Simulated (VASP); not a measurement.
An input for Ansatz (written as the equivalent of a VASP run, and not itself run):

Ansatz 0.2 input:
```yaml
crystal:
  lattice:
    - [2.8890547, 0.0000000, 0.0000000]
    - [0.0000000, 2.8890547, 0.0000000]
    - [0.0000000, 0.0000000, 2.8890547]
  atoms:
    - { symbol: V, position: [0.0000000, 0.0000000, 0.0000000] }
    - { symbol: S, position: [0.5000000, 0.5000000, 0.5000000] }
kpoints:
  mp_grid: { grid: [14, 14, 14] }
hamiltonian:
  xc: pbesol
  pseudopotentials: { kind: paw }
scf:
  occupations: { method: tetrahedron }
  max_iter: 100
output: { forces: true, stress: true, eigenvalues: true }
```

### Question
Write the VASP files for the same calculation (PBEsol).

### Answer
One answer among several that fit: 
**POSCAR**
```
VS
1
    2.8890547467     0.0000000000    -0.0000000000
   -0.0000000000     2.8890547467    -0.0000000000
    0.0000000000     0.0000000000     2.8890547467
V S
1 1
Direct
  0.0000000000   0.0000000000   0.0000000000
  0.5000000000   0.5000000000   0.5000000000
```

### KPOINTS
```
kpoints
0
gamma
 14 14 14
```

INCAR:
```
! general
SYSTEM  = VS
PREC    = Accurate
ENCUT   = 400   ! plane-wave cut-off (eV)
LREAL   = .False.   ! projection in real space or not
LASPH   = .True.

! electronic loop
EDIFF   = 1E-7
NELM    = 100   ! most electronic steps
ALGO    = Normal
LMAXMIX = 4

! smearing
ISMEAR  = -5

! functional
GGA     = PS

! ions
ISIF    = 2   ! forces and stress, cell fixed

! output
LWAVE   = .False.
LCHARG  = .True.
LORBIT  = 11   ! lm-projected
NEDOS   = 601   ! DOS grid
```

POTCAR, in this order: V_sv S (PBE.64 set). Program: vasp_std.

The two are equivalent in intent, not identical: each code has its own PAW files, so the cut-off isn't converted (ENCUT is set for VASP's; basis.ecutwfc is left out, and Ansatz then takes the one that its files recommend); Ansatz stops its SCF on the density residual and VASP on the energy change (EDIFF).

The structure was generated: VS was put into the CsCl type type (Pm-3m), which need not be its known phase. It was relaxed first, which changed the volume by -36 %.
